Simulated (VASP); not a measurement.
Input of a VASP 6.6.1 run:

File INCAR:

```
SYSTEM = MgSiC2
PREC = Accurate
ENCUT = 520
EDIFF = 1E-7
ISMEAR = -1
SIGMA = 0.05
LREAL = .FALSE.
LASPH = .TRUE.
NELM = 100
ALGO = Normal
ISIF = 2
LWAVE = .FALSE.
LCHARG = .FALSE.
GGA = PE
NBANDS = 15
```

Contents of KPOINTS:

```
regular mesh
0
G
  10 10 10
  0 0 0
```

File POSCAR:

```
MgSiC2
1.0
    1.4931800000      0.8620900000      5.1955100000
   -1.4931800000      0.8620900000      5.1955100000
    0.0000000000     -1.7241700000      5.1955100000
Mg Si C
1 1 2
Direct
    0.5000000000      0.5000000000      0.5000000000
    0.0000000000      0.0000000000      0.0000000000
    0.2647600000      0.2647600000      0.2647600000
    0.7352400000      0.7352400000      0.7352400000
```

Potentials or basis: VASP PAW PBE potentials, release 64 (Mg, Si, C).

Launch:

```console
$ cat potpaw_PBE.64/Mg/POTCAR potpaw_PBE.64/Si/POTCAR potpaw_PBE.64/C/POTCAR > POTCAR
$ mpirun -np 1 vasp_std > vasp.out
```

Task: Predict the band gap on the k mesh.

Result: None (metal or under the smearing width).

Task: Estimate the pressure.

Result: -0.2 GPa.

Stress tensor (GPa, compression positive):
```
-0.36  0.00  0.00
 0.00 -0.36  0.00
 0.00  0.00 -0.02
```
